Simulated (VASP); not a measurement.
Data:

```
Ga3LaPd2
1.0
    5.44368     0.00000     0.00000
   -2.72184     4.71436     0.00000
    0.00000     0.00000     4.29021
La Ga Pd
1 3 2
Direct
  0.00000   0.00000   0.00000
  0.50000   0.00000   0.50000
  0.50000   0.50000   0.50000
  0.00000   0.50000   0.50000
  0.66667   0.33333   0.00000
  0.33333   0.66667   0.00000
```

Calculation: PBEsol GGA, VASP's PBE PAW potentials (set 64) (plane waves; VASP). Run with 300 eV cut-off, 6×6×7 Γ-centred mesh, Gaussian smearing of 0.050 eV, potentials La Ga_d Pd.

At this cut-off the stress carries a Pulay error, which pulls relaxed volumes low. Energy and stress use the plane-wave basis of the starting cell.

Q: The ions, cell shape and volume are relaxed. Which structure does the run end with?

A: 
```
Ga3LaPd2
1.0
    5.38223     0.00000     0.00000
   -2.69112     4.66115     0.00000
    0.00000     0.00000     4.27752
La Ga Pd
1 3 2
Direct
  0.00000   0.00000   0.00000
  0.50000   0.00000   0.50000
  0.50000   0.50000   0.50000
  0.00000   0.50000   0.50000
  0.66667   0.33333   0.00000
  0.33333   0.66667   0.00000
```
Space group P6/mmm (191), at a tolerance of 0.03 Å.

Q: How do energy and volume change from the first to the last step?

A: The energy (σ→0) changes by -4.4 meV/atom and the volume by -2.5 %, in 5 ionic steps.

| step | E(σ→0) (eV) | max force (eV/Å) | pressure (GPa) | volume (Å³) |
|---|---|---|---|---|
| 1 | -32.0870 | 0.000 | -2.78 | 110.10 |
| 2 | -32.0947 | 0.000 | 2.63 | 105.10 |
| 3 | -32.1121 | 0.000 | 0.06 | 107.33 |
| 4 | -32.1133 | 0.000 | 0.02 | 107.32 |
| 5 | -32.1134 | 0.000 | -0.01 | 107.31 |

The structure comes from a computed database's LaGa3Pd2 entry (P6/mmm); how it stands against other phases isn't given here. This run relaxes it. Symmetry was kept, so distortions that lower it aren't found. The run is one of a series of settings (EDIFFG = -0.01, IBRION = 2, ISIF = 3, NSW = 50 against the base run), some of them coarse on purpose.
